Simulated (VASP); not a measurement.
A run of VASP 6.6.1:

INCAR

```
SYSTEM = CrN
  PREC = Accurate
  ENCUT = 520
  EDIFF = 1E-7
  ISMEAR = 0
  SIGMA = 0.05
  LREAL = .FALSE.
  LASPH = .TRUE.
  NELM = 100
  ALGO = Normal
  ISIF = 2
  LWAVE = .FALSE.
  LCHARG = .FALSE.
  ISPIN = 2
  MAGMOM = 3 0
  LORBIT = 11
  LMAXMIX = 4
  LDIPOL = .TRUE.
  IDIPOL = 3
  DIPOL = 0.5 0.5 0.294
  GGA = PE
  IVDW = 12
  IBRION = 2
  NSW = 40
  EDIFFG = -0.005
```

Contents of KPOINTS:

```
Automatic mesh
0
G
  10 10 1
  0 0 0
```

The input POSCAR:

```
CrN
1.0
    2.7241200000      0.0000000000      0.0000000000
    0.0000000000      2.7241200000      0.0000000000
    0.0000000000      0.0000000000     23.8000000000
Cr N
1 1
Selective dynamics
Direct
    0.5000000000      0.5000000000      0.2941200000  F F F
    0.0000000000      0.0000000000      0.2941200000  T T T
```

Potentials or basis: VASP PAW PBE potentials, release 64 (Cr_pv, N).

Run with:

```bash
$ cat potpaw_PBE.64/Cr_pv/POTCAR potpaw_PBE.64/N/POTCAR > POTCAR
$ mpirun -np 1 vasp_std > vasp.out
```

Hardware: 1 thread of AMD EPYC 7R43 64-Core Processor (Zen 3), with other jobs on the host.

**Question.** How long does it take, and how much memory?

**Answer.** Run time: 4.2 min on 1 thread of AMD EPYC 7R43 64-Core Processor (Zen 3) (shared host), peak memory 0.33 GiB. Counts: scf iterations 41, k points 21, ion steps 1.
